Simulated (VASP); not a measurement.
The system is LaScN2.

```
Sc N La
1.0
     3.52802    0.00000    0.00000
     0.00000    3.52802    0.00000
     0.00000    0.00000    4.95312
Sc N La
1 2 1
Direct
  0.00000 0.00000 0.00000
  0.00000 0.00000 0.50000
  0.50000 0.50000 0.00000
  0.50000 0.50000 0.50000
```

The cell was built by a generator and needn't be a form met in nature.

Base run:

```yaml
Program: VASP 6.6.1
Functional: PBEsol
Potentials_or_basis: VASP PAW PBE potentials, release 64 (Sc_sv, N, La)
Cutoff: 520 eV
k_mesh: 6 × 6 × 4
Occupations: fermi-dirac, width 0.02 eV
Spin: no spin polarisation
```

Its results: band gap on the k mesh none (metal or under the smearing width); pressure -4.0 GPa.

The run is repeated on the same cell with these changes: functional from PBEsol to HSE06; k mesh from 6 × 6 × 4 to 4 × 4 × 2. What comes out?

Band gap on the k mesh 0.18 eV, direct; pressure -0.3 GPa.

Several settings changed at once, so the effect can't be laid on one alone.

Caveats: some runs use coarse meshes; the PAW data sets were made with another functional, which shifts forces and pressure a little; spin-orbit coupling is left out, which moves the levels of the heavy elements (some runs).

A k mesh can miss the band edges.
